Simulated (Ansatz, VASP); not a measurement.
# One calculation of Si, two programs

INCAR

```
PREC = Accurate
ENCUT = 600
EDIFF = 1E-7
ISMEAR = -1
SIGMA = 0.05
LREAL = False
LASPH = True
NELM = 60
ALGO = Normal
ISIF = 3
LWAVE = False
LCHARG = False
IBRION = 2
NSW = 80
EDIFFG = -0.01
```

The input KPOINTS:

```
Automatic mesh
0
Gamma
  4 4 4
```

The input POSCAR:

```
Si
1.0
   -3.3180000000      3.3180000000      3.3180000000
    3.3180000000     -3.3180000000      3.3180000000
    3.3180000000      3.3180000000     -3.3180000000
Si
8
Direct
    0.2006000000      0.2006000000      0.2006000000
    0.5000000000      0.0000000000      0.2994000000
    0.2994000000      0.5000000000      0.0000000000
    0.0000000000      0.2994000000      0.5000000000
    0.7994000000      0.7994000000      0.7994000000
    0.5000000000      0.0000000000      0.7006000000
    0.7006000000      0.5000000000      0.0000000000
    0.0000000000      0.7006000000      0.5000000000
```

Input for Ansatz:

```yaml
crystal:
  lattice:
    - [-3.318, 3.318, 3.318]
    - [3.318, -3.318, 3.318]
    - [3.318, 3.318, -3.318]
  atoms:
    - { symbol: Si, position: [0.2006, 0.2006, 0.2006] }
    - { symbol: Si, position: [0.5, 0.0, 0.2994] }
    - { symbol: Si, position: [0.2994, 0.5, 0.0] }
    - { symbol: Si, position: [0.0, 0.2994, 0.5] }
    - { symbol: Si, position: [0.7994, 0.7994, 0.7994] }
    - { symbol: Si, position: [0.5, 0.0, 0.7006] }
    - { symbol: Si, position: [0.7006, 0.5, 0.0] }
    - { symbol: Si, position: [0.0, 0.7006, 0.5] }
hamiltonian:
  xc: lda
  pseudopotentials:
    kind: paw
    azcp:
      Si: "pseudopotentials/Si.paw.azcp"
basis:
  ecutwfc: 420
  fft_grid_basis: typed
kpoints:
  mp_grid: { grid: [4, 4, 4], shift: [0, 0, 0] }
magnetization:
  spin_polarized: false
scf:
  occupations: { method: fermi_dirac, width: 0.05 }
relax:
  max_steps: 60
  f_tol: 0.01
  cell: {}
```

This isn't the form of Si at room conditions, which is diamond.

Alike in both runs: task relaxation of cell and atoms; functional LDA; k mesh 4 × 4 × 4; occupations fermi-dirac, width 0.05 eV; no spin polarisation.

|  | VASP | Ansatz |
| --- | --- | --- |
| version | VASP 6.6.1 | Ansatz 0.2.0 |
| potentials or method | VASP PAW LDA potentials, release 64 (Si) | plane waves (420 eV) with PAW, scalar-relativistic |
| plane-wave cutoff (eV) | 600 | 420 |
| valence electrons in the cell | 32 | 32 |

|  | VASP | Ansatz | Ansatz less VASP |
| --- | --- | --- | --- |
| relaxed volume (Å³/atom) | 17.70 | 17.70 | -0.002 |
| relaxed cell length with the largest relative difference (Å) | 5.687 | 5.687 | -0.0002 |
| energy change over the relaxation (meV/atom) | -7 | -7 | 0.0 |

Ansatz warned: «pseudo_functional_mismatch».

LDA usually gives volumes a few per cent too small. Zero-point motion and thermal expansion aren't in these numbers.
